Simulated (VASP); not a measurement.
Calculation: PBEsol GGA, VASP's PBE PAW potentials (set 64) (plane waves; VASP).

Input for VASP

INCAR:
```
! general
SYSTEM   =  Rb2PdSe2
PREC     =  Accurate
ENCUT    =  400
LREAL    =  .FALSE.
LASPH    =  .TRUE.

! electronic loop
EDIFF    =  1E-6
NELM     =  100
ALGO     =  Normal
LMAXMIX  =  4

! smearing
ISMEAR   =  0
SIGMA    =  0.05

! functional
GGA      =  PS

! ions
IBRION   =  2
NSW      =  60
ISIF     =  3
EDIFFG   =  -0.02

! output
LWAVE    =  .FALSE.
LCHARG   =  .FALSE.
```

### KPOINTS
```
Automatic mesh
0
Gamma
6 6 6
0 0 0
```

POSCAR:
```
Rb2PdSe2
1
   -1.8993695406     3.7571458166     5.0153600614
    1.8993695406    -3.7571458166     5.0153600614
    1.8993695406     3.7571458166    -5.0153600614
Rb Pd Se
2 1 2
Direct
  0.6943839793   0.1943839793   0.5000000000
  0.3056160207   0.8056160207   0.5000000000
  0.0000000000   0.0000000000   0.0000000000
  0.2123329546   0.5000000000   0.7123329546
  0.7876670454   0.5000000000   0.2876670454
```

POTCAR, in this order: Rb_sv Pd Se (PBE.64 set). Program: vasp_std.

The resulting files:

OUTCAR:
```
 ion  position               nearest neighbor table
   1  0.694  0.194  0.500-   4 3.46   5 3.46   5 3.48   4 3.48   4 3.48   5 3.48   3 3.61   3 3.61
                             2 3.90   3 4.23   3 4.23   2 4.36   2 4.36   2 4.36   2 4.36   2 5.44
   2  0.306  0.806  0.500-   5 3.46   4 3.46   5 3.48   4 3.48   4 3.48   5 3.48   3 3.61   3 3.61
                             1 3.90   3 4.23   3 4.23   1 4.36   1 4.36   1 4.36   1 4.36   1 5.44
   3  0.000  0.000  0.000-   4 2.48   5 2.48   4 2.48   5 2.48   2 3.61   1 3.61   1 3.61   2 3.61
                             1 4.23   2 4.23   1 4.23   2 4.23
   4  0.212  0.500  0.712-   3 2.48   3 2.48   1 3.46   2 3.46   1 3.48   2 3.48   1 3.48   2 3.48
  LATTYP: Found a body centered orthorhombic cell.
 ALAT       =     3.7987390812
 B/A-ratio  =     1.9781015417
 C/A-ratio  =     2.6405393759
 Subroutine PRICEL returns:
 Original cell was already a primitive cell.
 Subroutine GETGRP returns: Found  8 space group operations
The static configuration has the point symmetry D_2h.
The dynamic configuration has the point symmetry D_2h.
 Subroutine INISYM returns: Found  8 space group operations
 Subroutine IBZKPT returns following result:
 Found     46 irreducible k-points:

 Following reciprocal coordinates:
            Coordinates               Weight
  0.000000  0.000000  0.000000      1.000000
  0.166667 -0.000000  0.000000      4.000000
  0.333333 -0.000000  0.000000      4.000000
  0.500000 -0.000000  0.000000      2.000000
  0.000000  0.166667 -0.000000      4.000000
  0.166667  0.166667  0.000000      8.000000
  0.333333  0.166667  0.000000      8.000000
  0.500000  0.166667  0.000000      8.000000
 -0.333333  0.166667 -0.000000      8.000000
 -0.166667  0.166667 -0.000000      4.000000
  0.000000  0.333333 -0.000000      4.000000
  0.166667  0.333333 -0.000000      8.000000
  0.333333  0.333333  0.000000      8.000000
  0.500000  0.333333  0.000000      8.000000
 -0.333333  0.333333 -0.000000      4.000000
 -0.166667  0.333333 -0.000000      8.000000
 -0.000000  0.500000  0.000000      2.000000
  0.166667  0.500000 -0.000000      8.000000
  0.333333  0.500000  0.000000      8.000000
  0.500000  0.500000  0.000000      2.000000
  0.166667  0.166667  0.166667      8.000000
  0.333333  0.166667  0.166667      4.000000
 -0.166667  0.166667  0.166667      2.000000
  0.166667  0.333333  0.166667      4.000000
  0.333333  0.333333  0.166667      4.000000
 -0.333333  0.333333  0.166667      4.000000
 -0.166667  0.333333  0.166667      4.000000
  0.500000  0.500000  0.166667      4.000000
 -0.333333  0.500000  0.166667      8.000000
 -0.166667  0.500000  0.166667      4.000000
  0.333333 -0.333333  0.166667      4.000000
  0.500000 -0.333333  0.166667      8.000000
 -0.333333 -0.333333  0.166667      8.000000
 -0.166667 -0.333333  0.166667      4.000000
  0.166667 -0.166667  0.166667      2.000000
  0.333333 -0.166667  0.166667      4.000000
  0.500000 -0.166667  0.166667      4.000000
 -0.333333 -0.166667  0.166667      4.000000
 -0.166667 -0.166667  0.166667      2.000000
 -0.333333  0.333333  0.333333      2.000000
   k-points           NKPTS =     46   k-points in BZ     NKDIM =     46   number of bands    NBANDS=     24
   number of dos      NEDOS =    301   number of ions     NIONS =      5
   total plane-waves  NPLWV = 110592
   dimension x,y,z NGX =    48 NGY =   48 NGZ =   48
   dimension x,y,z NGXF=    96 NGYF=   96 NGZF=   96
   ions per type =               2   1   2
   PREC   = accura    normal or accurate (medium, high low for compatibility)
   ISTART =      0    job   : 0-new  1-cont  2-samecut
   ICHARG =      2    charge: 1-file 2-atom 10-const
   ISPIN  =      1    spin polarized calculation?
   LNONCOLLINEAR =      F non collinear calculations
   LSORBIT =      F    spin-orbit coupling
...
```

**OSZICAR**
```
       N       E                     dE             d eps       ncg     rms          rms(c)
DAV:   1     0.217977327369E+03    0.21798E+03   -0.15629E+04  2240   0.118E+03
DAV:   2    -0.745099473942E+01   -0.22543E+03   -0.22261E+03  3000   0.255E+02
DAV:   3    -0.207400291192E+02   -0.13289E+02   -0.13253E+02  3080   0.646E+01
DAV:   4    -0.210457793249E+02   -0.30575E+00   -0.30558E+00  3264   0.843E+00
DAV:   5    -0.210506648059E+02   -0.48855E-02   -0.48854E-02  2992   0.976E-01    0.962E+00
DAV:   6    -0.203641852355E+02    0.68648E+00   -0.36343E+00  2248   0.147E+01    0.523E+00
DAV:   7    -0.201712019605E+02    0.19298E+00   -0.13486E+00  2600   0.881E+00    0.348E+00
DAV:   8    -0.201290590428E+02    0.42143E-01   -0.19876E-01  2904   0.221E+00    0.114E+00
DAV:   9    -0.201260281158E+02    0.30309E-02   -0.61507E-02  2512   0.190E+00    0.355E-01
DAV:  10    -0.201256165846E+02    0.41153E-03   -0.75803E-03  2680   0.757E-01    0.939E-02
DAV:  11    -0.201258208296E+02   -0.20425E-03   -0.87096E-04  2936   0.151E-01    0.477E-02
DAV:  12    -0.201258253090E+02   -0.44794E-05   -0.13937E-04  2848   0.554E-02    0.130E-02
DAV:  13    -0.201258281136E+02   -0.28046E-05   -0.11887E-05  2840   0.185E-02    0.501E-03
DAV:  14    -0.201258282985E+02   -0.18494E-06   -0.61939E-07  1944   0.518E-03
   1 F= -.20125828E+02 E0= -.20125828E+02  d E =-.201258E+02
       N       E                     dE             d eps       ncg     rms          rms(c)
DAV:   1    -0.201266763010E+02   -0.84819E-03   -0.30802E-02  2224   0.106E+00    0.128E-01
DAV:   2    -0.201262512035E+02    0.42510E-03   -0.17095E-03  2584   0.339E-01    0.699E-02
DAV:   3    -0.201261291786E+02    0.12202E-03   -0.27105E-04  2552   0.151E-01    0.345E-02
DAV:   4    -0.201260756494E+02    0.53529E-04   -0.19964E-04  2680   0.733E-02    0.134E-02
DAV:   5    -0.201260743352E+02    0.13142E-05   -0.11718E-05  2800   0.264E-02    0.857E-03
DAV:   6    -0.201260738484E+02    0.48674E-06   -0.38285E-06  2168   0.116E-02
   2 F= -.20126074E+02 E0= -.20126074E+02  d E =-.245550E-03
       N       E                     dE             d eps       ncg     rms          rms(c)
DAV:   1    -0.201269565681E+02   -0.88223E-03   -0.38060E-02  2208   0.118E+00    0.142E-01
DAV:   2    -0.201264303150E+02    0.52625E-03   -0.20903E-03  2600   0.374E-01    0.773E-02
DAV:   3    -0.201262795626E+02    0.15075E-03   -0.33362E-04  2536   0.167E-01    0.383E-02
DAV:   4    -0.201262137045E+02    0.65858E-04   -0.24728E-04  2680   0.814E-02    0.150E-02
DAV:   5    -0.201262121326E+02    0.15718E-05   -0.14422E-05  2816   0.291E-02    0.956E-03
DAV:   6    -0.201262115931E+02    0.53955E-06   -0.47524E-06  2200   0.130E-02
   3 F= -.20126212E+02 E0= -.20126212E+02  d E =-.383295E-03
```

OUTCAR:
```
------------------------ aborting loop because EDIFF is reached ----------------------------------------
  FORCE on cell =-STRESS in cart. coord.  units (eV):
  Direction    XX          YY          ZZ          XY          YZ          ZX
  --------------------------------------------------------------------------------------
  Total        0.0113512     -0.0228687      0.0305061      0.0000000      0.0000000      0.0000000
  in kB        0.1269037     -0.2556655      0.3410496      0.0000000      0.0000000      0.0000000
  external PRESSURE =       0.0707626 kB  Pullay stress =       0.0000000 kB
  volume of cell :      143.31
      direct lattice vectors                 reciprocal lattice vectors
    -1.896519552  3.756333622  5.029184438     0.000000000  0.133108518  0.099419698
     1.896519552 -3.756333622  5.029184438     0.263640836  0.000000000  0.099419698
     1.896519552  3.756333622 -5.029184438     0.263640836  0.133108518  0.000000000
 POSITION                                       TOTAL-FORCE (eV/Angst)
 -----------------------------------------------------------------------------------
     -0.00000      3.75633      1.95502         0.000000      0.000000      0.007425
      1.89652      0.00000      3.07416        -0.000000      0.000000     -0.007425
      0.00000      0.00000     -0.00000        -0.000000      0.000000      0.000000
      1.89652      1.59773      0.00000        -0.000000      0.016702     -0.000000
     -0.00000      2.15860      5.02918        -0.000000     -0.016702     -0.000000
 -----------------------------------------------------------------------------------
    total drift:                               -0.000000     -0.000000      0.000000
  FREE ENERGIE OF THE ION-ELECTRON SYSTEM (eV)
  ---------------------------------------------------
  free  energy   TOTEN  =       -20.1262115931 eV

  energy  without entropy=      -20.1262115931  energy(sigma->0) =      -20.12621159

 reached required accuracy - stopping structural energy minimisation
```
(Selected blocks of OUTCAR.)

**CONTCAR**
```
Rb2PdSe2
   1.00000000000000
    -1.8965195524545149    3.7563336221123564    5.0291844380065447
     1.8965195524545149   -3.7563336221123564    5.0291844380065447
     1.8965195524545149    3.7563336221123564   -5.0291844380065447
  Rb              Pd              Se
     2     1     2
Direct
     0.6943675792721972    0.1943675792721971    0.5000000000000000
     0.3056324207278029    0.8056324207278028    0.5000000000000000
     0.0000000000000000    0.0000000000000000    0.0000000000000000
     0.2126712993297823    0.5000000000000000    0.7126712993297822
     0.7873287006702178    0.5000000000000000    0.2873287006702177
```

OUTCAR:
```
 val. band max:        2.2921055014   @ k =   0.0000   0.0000   0.0000

 cond. band min:       3.2252915613   @ k =   0.5000   0.3333   0.0000


 Fermi energy:         2.5354780020

 k-point     1 :       0.0000    0.0000    0.0000
  band No.  band energies     occupation
      1     -24.3998      2.00000
      2     -24.3584      2.00000
      3     -10.4777      2.00000
      4      -9.5921      2.00000
      5      -8.7453      2.00000
      6      -8.7239      2.00000
      7      -8.4688      2.00000
      8      -8.3111      2.00000
      9      -8.2725      2.00000
     10      -8.2533      2.00000
     11      -2.3071      2.00000
     12      -2.0322      2.00000
     13      -0.4854      2.00000
     14       0.2837      2.00000
     15       0.3339      2.00000
     16       0.4113      2.00000
     17       1.1493      2.00000
     18       1.2559      2.00000
     19       2.0480      2.00000
     20       2.2921      2.00000
     21       4.3971      0.00000
     22       4.5454      0.00000
     23       4.9498      0.00000
     24       6.4626      0.00000

 k-point     2 :       0.1667   -0.0000    0.0000
  band No.  band energies     occupation
      1     -24.3976      2.00000
      2     -24.3605      2.00000
      3     -10.5076      2.00000
      4      -9.6522      2.00000
      5      -8.7306      2.00000
      6      -8.6224      2.00000
      7      -8.4362      2.00000
      8      -8.3296      2.00000
      9      -8.2746      2.00000
     10      -8.2519      2.00000
     11      -2.2763      2.00000
     12      -2.0301      2.00000
     13      -0.5281      2.00000
     14       0.1925      2.00000
     15       0.3748      2.00000
     16       0.4102      2.00000
     17       1.1373      2.00000
     18       1.2683      2.00000
     19       1.7840      2.00000
     20       2.2063      2.00000
     21       4.5461      0.00000
     22       4.7160      0.00000
     23       5.1852      0.00000
     24       6.5113      0.00000
...
```

The structure comes from a computed database's Rb2PdSe2 entry (Immm); how it stands against other phases isn't given here. This run relaxes it. Symmetry was kept, so distortions that lower it aren't found. The start is the result of an earlier pass.
